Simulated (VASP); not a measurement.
Given:

```
Cr
1.0
    2.84518     0.00000     0.00000
    0.00000     2.84518     0.00000
    0.00000     0.00000     2.84518
Cr
2
Cartesian
  0.00000   0.00000   0.00000
  1.42259   1.42259   1.42259
```
Starting moments (μB, in the order of the record's atoms Cr Cr): 0.7 -0.7.

Calculation: optB88-vdW, VASP's PBE PAW potentials (set 64) (plane waves; VASP). Numerical set-up: 520 eV cut-off, Gaussian smearing of 0.050 eV, potentials Cr_pv.

### Question
Give the spin-up energies of bands 7 to 15 at the high-symmetry points, in eV from the Fermi level.

### Answer

| band | Γ | X | M | R |
|---|---|---|---|---|
| 7 | -7.73 | -3.92 | -4.42 | -2.51 |
| 8 | -4.24 | -3.74 | -4.33 | -2.51 |
| 9 | -4.24 | -1.98 | -2.46 | -2.51 |
| 10 | -0.94 | -1.48 | -2.46 | -2.03 |
| 11 | -0.94 | -0.72 | 1.12 | -2.03 |
| 12 | -0.94 | -0.72 | 1.25 | -2.03 |
| 13 | 1.22 | -0.04 | 1.28 | 1.31 |
| 14 | 1.22 | -0.04 | 1.30 | 1.31 |
| 15 | 2.52 | 0.32 | 1.30 | 1.91 |

### Question
Give the spin-down energies of bands 7 to 15 at the high-symmetry points, in eV from the Fermi level.

### Answer

```json
[
 {"band": "7", "Γ": "-7.73", "X": "-3.92", "M": "-4.42", "R": "-2.51"},
 {"band": "8", "Γ": "-4.24", "X": "-3.74", "M": "-4.33", "R": "-2.51"},
 {"band": "9", "Γ": "-4.24", "X": "-1.98", "M": "-2.46", "R": "-2.51"},
 {"band": "10", "Γ": "-0.94", "X": "-1.48", "M": "-2.46", "R": "-2.03"},
 {"band": "11", "Γ": "-0.94", "X": "-0.72", "M": "1.12", "R": "-2.03"},
 {"band": "12", "Γ": "-0.94", "X": "-0.72", "M": "1.25", "R": "-2.03"},
 {"band": "13", "Γ": "1.22", "X": "-0.04", "M": "1.28", "R": "1.31"},
 {"band": "14", "Γ": "1.22", "X": "-0.04", "M": "1.30", "R": "1.31"},
 {"band": "15", "Γ": "2.52", "X": "0.32", "M": "1.30", "R": "1.91"}
]
```

It has no gap at this level: it comes out as a metal or semimetal.

The compound is Cr in the bcc, AFM order structure. It was relaxed first.
